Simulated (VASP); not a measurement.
Here is the system:

```xyz
3
Lattice="0.0000 3.3335 3.3335 3.3335 0.0000 3.3335 3.3335 3.3335 0.0000" Properties=species:S:1:pos:R:3 pbc="T T T"
Na     1.6668     1.6668     1.6668
Na     5.0003     5.0003     5.0003
S      0.0000     0.0000     0.0000
```

The numbers are results of revPBE GGA, VASP's PBE PAW potentials (set 64) (plane waves; VASP 6.6.1), not measurements. Settings: 520 eV cut-off, 7×7×7 Γ-centred mesh, tetrahedra with Blöchl corrections, potentials Na_pv S.

### Question
Estimate the energy per atom (σ→0), band gap (on the k-mesh) with the smallest direct gap where there is one.

### Answer

| Property | Result |
|---|---|
| band gap (on the k-mesh) | 2.49 eV |
| smallest direct gap (on the k-mesh) | 2.49 eV |
| energy per atom (σ→0) | -3.156 eV/atom |

Only differences to runs with the same potentials and settings are physical.

The compound is Na2S in the antifluorite structure. It was relaxed first, which changed the volume by +6 %.
